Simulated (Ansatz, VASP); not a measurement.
## CsTaS2: VASP beside Ansatz

```
Cs Ta S
1.0
     3.54238    0.00000    0.00000
    -1.77119    3.06779    0.00000
     0.00000    0.00000    8.26848
Cs Ta S
1 1 2
Direct
  0.33333 0.66667 0.50000
  0.66667 0.33333 0.00000
  0.00000 0.00000 0.18177
  0.00000 0.00000 0.81823
```

Alike in both runs: functional PBE; k mesh 12 × 12 × 4; occupations gaussian, width 0.01 eV; no spin polarisation.

Ansatz relaxed the structure, and its values are those at the end. VASP's run is a single point on that final structure, the one shown.

|  | VASP | Ansatz |
| --- | --- | --- |
| version | VASP 6.6.1 | Ansatz 0.2.0 |
| potentials or method | VASP PAW PBE potentials, release 64 (Cs_sv, Ta_pv, S) | scalar-relativistic, plane waves, PAW |
| plane-wave cutoff (eV) | 520 | 420 |
| valence electrons in the cell | 32 | 34 |

```tsv
	VASP	Ansatz	Ansatz less VASP
gap on the k mesh at the Fermi level (eV)	0.12	0.15	+0.037
least direct gap on the mesh (eV)	0.62	0.66	+0.039
pressure (GPa)	0.2	0.0	-0.17
rms of the force components (eV/Å)	0.009	0.003	-0.0058
```

The functional is the same, so the differences come from potentials, cutoffs and numerics. The two sets of potentials don't hold the same shells in valence.

Caveats: spin-orbit coupling is left out, which moves the levels of the heavy elements.
